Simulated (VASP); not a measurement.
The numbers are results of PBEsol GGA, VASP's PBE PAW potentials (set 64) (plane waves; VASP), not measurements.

VASP input:

### INCAR
```
SYSTEM = KCaF3
PREC = Accurate; ENCUT = 520; LREAL = .FALSE.
LASPH = .TRUE.
EDIFF = 1E-7; NELM = 100; ALGO = Normal
ISMEAR = -5
GGA = PS
ISIF = 2
LWAVE = .FALSE.; LCHARG = .TRUE.; LORBIT = 11
NEDOS = 601
LEFG = .TRUE.
```

POSCAR:
```
KCaF3
1
    4.4145505374    -0.0000000000    -0.0000000000
   -0.0000000000     4.4145505374    -0.0000000000
    0.0000000000     0.0000000000     4.4145505374
K Ca F
1 1 3
Direct
  0.5000000000   0.5000000000   0.5000000000
  0.0000000000   0.0000000000   0.0000000000
  0.0000000000   0.5000000000   0.0000000000
  0.5000000000   0.0000000000   0.0000000000
  0.0000000000   0.0000000000   0.5000000000
```

File KPOINTS:
```
Regular mesh
0
gamma
 6 6 6
```

POTCAR, in this order: K_sv Ca_sv F (PBE.64 set). Program: vasp_std.

What VASP printed:

File OSZICAR:
```
       N       E                     dE             d eps       ncg     rms          rms(c)
DAV:   1     0.389710209420E+03    0.38971E+03   -0.21988E+04   960   0.163E+03
DAV:   2    -0.443704963300E+01   -0.39415E+03   -0.39078E+03  1216   0.437E+02
DAV:   3    -0.272188349079E+02   -0.22782E+02   -0.22741E+02  1296   0.113E+02
DAV:   4    -0.287983931529E+02   -0.15796E+01   -0.15789E+01  1760   0.176E+01
DAV:   5    -0.288054233839E+02   -0.70302E-02   -0.70302E-02  1264   0.141E+00    0.924E+00
DAV:   6    -0.264913463282E+02    0.23141E+01   -0.11191E+01   968   0.202E+01    0.395E+00
DAV:   7    -0.263632226926E+02    0.12812E+00   -0.47744E-01  1528   0.538E+00    0.231E+00
DAV:   8    -0.262854679784E+02    0.77755E-01   -0.17965E-01  1288   0.390E+00    0.392E-01
DAV:   9    -0.262862083000E+02   -0.74032E-03   -0.28670E-02  1472   0.112E+00    0.213E-01
DAV:  10    -0.262868220954E+02   -0.61380E-03   -0.26351E-03  1360   0.399E-01    0.105E-01
DAV:  11    -0.262868421195E+02   -0.20024E-04   -0.24000E-04  1312   0.132E-01    0.344E-02
DAV:  12    -0.262868555782E+02   -0.13459E-04   -0.85320E-05  1408   0.549E-02    0.502E-03
DAV:  13    -0.262868568287E+02   -0.12505E-05   -0.40621E-06  1384   0.145E-02    0.459E-03
DAV:  14    -0.262868563216E+02    0.50707E-06   -0.14740E-06  1272   0.754E-03    0.416E-04
DAV:  15    -0.262868563887E+02   -0.67059E-07   -0.36822E-08   912   0.159E-03
   1 F= -.26286856E+02 E0= -.26286856E+02  d E =0.000000E+00
```

**OUTCAR**
```
------------------------ aborting loop because EDIFF is reached ----------------------------------------
  FORCE on cell =-STRESS in cart. coord.  units (eV):
  Direction    XX          YY          ZZ          XY          YZ          ZX
  --------------------------------------------------------------------------------------
  Total       -0.0452670     -0.0452670     -0.0452670      0.0000000      0.0000000     -0.0000000
  in kB       -0.8430102     -0.8430102     -0.8430102      0.0000000      0.0000000     -0.0000000
  external PRESSURE =      -0.8430102 kB  Pullay stress =       0.0000000 kB
  volume of cell :       86.03
      direct lattice vectors                 reciprocal lattice vectors
     4.414550537  0.000000000  0.000000000     0.226523627  0.000000000  0.000000000
     0.000000000  4.414550537  0.000000000     0.000000000  0.226523627  0.000000000
     0.000000000  0.000000000  4.414550537     0.000000000  0.000000000  0.226523627
 POSITION                                       TOTAL-FORCE (eV/Angst)
 -----------------------------------------------------------------------------------
      2.20728      2.20728      2.20728         0.000000      0.000000      0.000000
      0.00000      0.00000      0.00000         0.000000      0.000000      0.000000
      0.00000      2.20728      0.00000         0.000000      0.000000      0.000000
      2.20728      0.00000      0.00000         0.000000      0.000000      0.000000
      0.00000      0.00000      2.20728         0.000000      0.000000      0.000000
 -----------------------------------------------------------------------------------
    total drift:                                0.000000      0.000000     -0.000000
  FREE ENERGIE OF THE ION-ELECTRON SYSTEM (eV)
  ---------------------------------------------------
  free  energy   TOTEN  =       -26.2868563887 eV

  energy  without entropy=      -26.2868563887  energy(sigma->0) =      -26.28685639

 total charge

# of ion       s       p       d       tot
------------------------------------------
    1        1.949   5.564   0.013   7.526
    2        2.035   5.892   0.295   8.221
    3        1.731   4.361   0.000   6.091
    4        1.731   4.361   0.000   6.091
    5        1.731   4.361   0.000   6.091
--------------------------------------------------
tot          9.176  24.539   0.308  34.022
```
(Selected blocks of OUTCAR.)

The structure comes from a computed database's KCaF3 entry (Pm-3m); how it stands against other phases isn't given here. It was relaxed first.
